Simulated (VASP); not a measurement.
# InSe: zone-centre modes, functional by functional

Aim: the vibrations of InSe at the zone centre, at several levels of theory. The starting structure is a computed structure from the Materials Project.

Method: Kohn-Sham DFT with plane waves and PAW; LDA, PBEsol and PBE, in VASP 6.6.1.

## 1. Set-up

The structure is hexagonal, space group P6_3/mmc (No. 194). Conventional cell: a = 4.042 Å, b = 4.042 Å, c = 17.428 Å, α = 90.00°, β = 90.00°, γ = 120.00°. Nearest to In lie 3 Se at 2.65 Å and 1 In at 2.80 Å. Nearest to Se lie 3 In at 2.65 Å. Farther neighbours and most contacts between anions are not listed.

As a file:

```cif
data_structure
_symmetry_space_group_name_H-M 'P 1'
_symmetry_Int_Tables_number 1
_cell_length_a 4.0417
_cell_length_b 4.0417
_cell_length_c 17.4284
_cell_angle_alpha 90.000
_cell_angle_beta 90.000
_cell_angle_gamma 120.000
_cell_volume 246.56
loop_
_atom_site_label
_atom_site_type_symbol
_atom_site_fract_x
_atom_site_fract_y
_atom_site_fract_z
_atom_site_occupancy
In1 In 0.33333 0.66667 0.16970 1
In2 In 0.66667 0.33333 0.66970 1
In3 In 0.66667 0.33333 0.83030 1
In4 In 0.33333 0.66667 0.33030 1
Se5 Se 0.33333 0.66667 0.90268 1
Se6 Se 0.66667 0.33333 0.40268 1
Se7 Se 0.66667 0.33333 0.09732 1
Se8 Se 0.33333 0.66667 0.59732 1
```

## 2. Modes with LDA

LDA, the lowest rung, knows the local density alone. The cell comes from a relaxation at this level, not shown (224.76 Å³).

Input file INCAR:

```
SYSTEM = InSe
PREC = Accurate
ENCUT = 450
EDIFF = 1E-08
NELM = 100
ISMEAR = 0
SIGMA = 0.03
LREAL = .FALSE.
ALGO = Normal
GGA = CA
NBANDS = 47
LORBIT = 11
LWAVE = .FALSE.
LCHARG = .FALSE.
KPAR = 8
IBRION = 6
NFREE = 2
POTIM = 0.015
NSW = 1
ISIF = 2
```

Input file POSCAR:

```
InSe
1.0
    3.9713000623      0.0000000000      0.0000000000
   -1.9856500311      3.4392467400      0.0000000000
    0.0000000000      0.0000000000     16.4560339569
In Se
4 4
Direct
    0.3333333333      0.6666666667      0.1666006700
    0.6666666667      0.3333333333      0.6666006700
    0.6666666667      0.3333333333      0.8333993300
    0.3333333333      0.6666666667      0.3333993300
    0.3333333333      0.6666666667      0.9107093798
    0.6666666667      0.3333333333      0.4107093798
    0.6666666667      0.3333333333      0.0892906202
    0.3333333333      0.6666666667      0.5892906202
```

Input file KPOINTS:

```
Automatic mesh
0
Gamma
6 6 2
0 0 0
```

Potentials, in the order of the species: In_d and Se (LDA family, release 64).

The run is started by

```
> mpirun -np 8 vasp_std
```

The log of the run:

```text
[banner, memory and clock lines left out]
running    8 mpi-ranks, on    1 nodes
 distrk:  each k-point on    1 cores,    8 groups
 distr:  one band on    1 cores,    1 groups

 POSCAR found type information on POSCAR InSe
 POSCAR found :  2 types and       8 ions
|                                                                             |
|           W    W    AA    RRRRR   N    N  II  N    N   GGGG   !!!           |
|           W    W   A  A   R    R  NN   N  II  NN   N  G    G  !!!           |
|           W    W  A    A  R    R  N N  N  II  N N  N  G       !!!           |
|           W WW W  AAAAAA  RRRRR   N  N N  II  N  N N  G  GGG   !            |
|           WW  WW  A    A  R   R   N   NN  II  N   NN  G    G                |
|           W    W  A    A  R    R  N    N  II  N    N   GGGG   !!!           |
|                                                                             |
|     For optimal performance we recommend to set                             |
|       NCORE = 2 up to number-of-cores-per-socket                            |
|     NCORE specifies how many cores store one orbital (NPAR=cpu/NCORE).      |
|     This setting can greatly improve the performance of VASP for DFT.       |
|     The default, NCORE=1 might be grossly inefficient on modern             |
|     multi-core architectures or massively parallel machines. Do your        |
|     Unfortunately you need to use the default for GW and RPA                |
|     calculations (for HF NCORE is supported but not extensively tested      |
|     yet).                                                                   |
|                                                                             |

 LDA part: xc-table for (Slater(with rela. corr.)+CA(PZ))
 , standard interpolation
 POSCAR, INCAR and KPOINTS ok, starting setup
 FFT: planning ... GRIDC
 FFT: planning ... GRID_SOFT
 FFT: planning ... GRID
 WAVECAR not read
 entering main loop
       N       E                     dE             d eps       ncg     rms          rms(c)
DAV:   1     0.749242359178E+03    0.74924E+03   -0.31269E+04  1316   0.165E+03
DAV:   2     0.800700397080E+02   -0.66917E+03   -0.65113E+03  1316   0.449E+02
DAV:   3    -0.273069089477E+02   -0.10738E+03   -0.10349E+03  1599   0.194E+02
DAV:   4    -0.340788015484E+02   -0.67719E+01   -0.67277E+01  1600   0.486E+01
DAV:   5    -0.343131170635E+02   -0.23432E+00   -0.23422E+00  1659   0.903E+00    0.111E+01
DAV:   6    -0.334089880289E+02    0.90413E+00   -0.14449E+00  1762   0.162E+01    0.631E+00
DAV:   7    -0.333290350768E+02    0.79953E-01   -0.93245E-01  1937   0.562E+00    0.129E+00
DAV:   8    -0.333173700333E+02    0.11665E-01   -0.10225E-01  1953   0.321E+00    0.108E+00
DAV:   9    -0.333165680258E+02    0.80201E-03   -0.15610E-02  1641   0.503E-01    0.604E-01
DAV:  10    -0.333156420505E+02    0.92598E-03   -0.18317E-03  2003   0.463E-01    0.234E-01
DAV:  11    -0.333155945794E+02    0.47471E-04   -0.62251E-04  1929   0.177E-01    0.394E-02
DAV:  12    -0.333155873943E+02    0.71851E-05   -0.71679E-05  1937   0.585E-02    0.344E-02
DAV:  13    -0.333155892689E+02   -0.18746E-05   -0.10172E-05  1816   0.145E-02    0.903E-03
DAV:  14    -0.333155887800E+02    0.48887E-06   -0.28117E-06  1873   0.181E-02    0.363E-03
DAV:  15    -0.333155887977E+02   -0.17711E-07   -0.37284E-07  1729   0.340E-03    0.117E-03
DAV:  16    -0.333155887965E+02    0.11923E-08   -0.44742E-08  1417   0.139E-03
   1 F= -.33315589E+02 E0= -.33315589E+02  d E =-.355251E-12
[... from here on, the cycles between the ionic steps are left out ...]
   2 F= -.33314984E+02 E0= -.33314984E+02  d E =-.409721E-12
   3 F= -.33314984E+02 E0= -.33314984E+02  d E =-.345165E-12
   4 F= -.33314270E+02 E0= -.33314270E+02  d E =-.628694E-13
   5 F= -.33314263E+02 E0= -.33314263E+02  d E =-.322658E-11
   6 F= -.33314962E+02 E0= -.33314962E+02  d E =-.331697E-12
   7 F= -.33314962E+02 E0= -.33314962E+02  d E =-.439346E-12
   8 F= -.33314837E+02 E0= -.33314837E+02  d E =-.133641E-12
 Finite differences progress:
  Degree of freedom:   4/  4
  Displacement:        1/  2
  Total:               7/  8
 bond charge predicted
       N       E                     dE             d eps       ncg     rms          rms(c)
DAV:   1    -0.333128917437E+02    0.19448E-02   -0.78478E-01  1476   0.224E+00    0.342E-01
DAV:   2    -0.333148245965E+02   -0.19329E-02   -0.24534E-02  1714   0.894E-01    0.896E-02
DAV:   3    -0.333148310281E+02   -0.64316E-05   -0.11592E-03  1920   0.211E-01    0.574E-02
DAV:   4    -0.333148028832E+02    0.28145E-04   -0.10669E-04  1609   0.743E-02    0.286E-02
DAV:   5    -0.333147936517E+02    0.92315E-05   -0.27269E-05  1976   0.556E-02    0.934E-03
DAV:   6    -0.333147926903E+02    0.96139E-06   -0.68288E-06  2216   0.286E-02    0.957E-03
DAV:   7    -0.333147928677E+02   -0.17745E-06   -0.30685E-06  1513   0.101E-02    0.103E-02
DAV:   8    -0.333147928462E+02    0.21516E-07   -0.17429E-07  1720   0.236E-03    0.102E-02
DAV:   9    -0.333147928867E+02   -0.40469E-07   -0.17665E-07  1385   0.223E-03    0.801E-03
DAV:  10    -0.333147943181E+02   -0.14314E-05   -0.45644E-06  1540   0.109E-02    0.326E-02
DAV:  11    -0.333147929989E+02    0.13192E-05   -0.12724E-06  1865   0.903E-03    0.159E-02
DAV:  12    -0.333147930521E+02   -0.53200E-07   -0.21010E-07  1467   0.211E-03    0.158E-02
DAV:  13    -0.333147928724E+02    0.17972E-06   -0.56097E-08  1328   0.159E-03    0.122E-02
DAV:  14    -0.333147926874E+02    0.18501E-06   -0.14478E-07  1584   0.221E-03    0.720E-03
DAV:  15    -0.333147926073E+02    0.80075E-07   -0.66573E-08  1444   0.205E-03    0.486E-03
DAV:  16    -0.333147925811E+02    0.26206E-07   -0.36439E-08  1504   0.128E-03    0.378E-03
DAV:  17    -0.333147925872E+02   -0.60654E-08   -0.63153E-09   861   0.588E-04
   9 F= -.33314793E+02 E0= -.33314793E+02  d E =-.202097E-11
 Finite differences progress:
  Degree of freedom:   4/  4
  Displacement:        2/  2
  Total:               8/  8
```

Elapsed: 13 min, on 8 MPI ranks of AMD EPYC 7571, shared host; peak memory 4.8 GiB; 1.7 h of CPU time.

Lines that name or quote the potential files are left out of all logs, and their timing lines are given in words.

[end of part 1 of 3]

[Lines on the potential files, build, host, timing and source positions are cut from VASP's logs without a mark.]

[Logs are printed without paths, hosts, clocks, repeated set-up lines and the standing remarks that a program may print on its own settings, such as how far it seeks lower states.]

[Hosts, paths, dates, database ids (printed as entryN), source tags and the programs' standing remarks are cut or masked in the printed files.]
